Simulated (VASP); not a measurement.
Si, 1 atom in the cell. The structure is hexagonal, space group P6/mmm (No. 191). Conventional cell: a = 2.621 Å, b = 2.621 Å, c = 2.482 Å, α = 90.00°, β = 90.00°, γ = 120.00°. Si (site symmetry 6/mmm) is surrounded by 8 Si at 2.48 to 2.62 Å. This isn't the form of Si at room conditions, which is diamond.

- Program: VASP 6.6.1
- Task: relaxation of cell and atoms
- Functional: PBEsol
- Potentials or basis: VASP PAW PBE potentials, release 64 (Si)
- Cutoff: 600 eV
- k mesh: 18 × 18 × 15
- Occupations: methfessel-paxton, width 0.1 eV
- Spin: no spin polarisation
- Further INCAR settings: ALGO = Normal; EDIFF = 1e-07; IBRION = 2; EDIFFG = -0.005; NSW = 90; ISIF = 3

Potentials or basis: VASP PAW PBE potentials, release 64 (Si).

Run with:

```sh
$ cat potpaw_PBE.64/Si/POTCAR > POTCAR
$ mpirun -np 1 vasp_std > vasp.out
```

Hardware: 1 thread of Intel(R) Xeon(R) Platinum 8488C (Sapphire Rapids), with other jobs on the host.

Question: Estimate the wall time of this run.

Answer: Run time: 9 s on 1 thread of Intel(R) Xeon(R) Platinum 8488C (Sapphire Rapids) (shared host), peak memory 0.14 GiB. Counts: scf iterations 11, k points 296, ion steps 1.
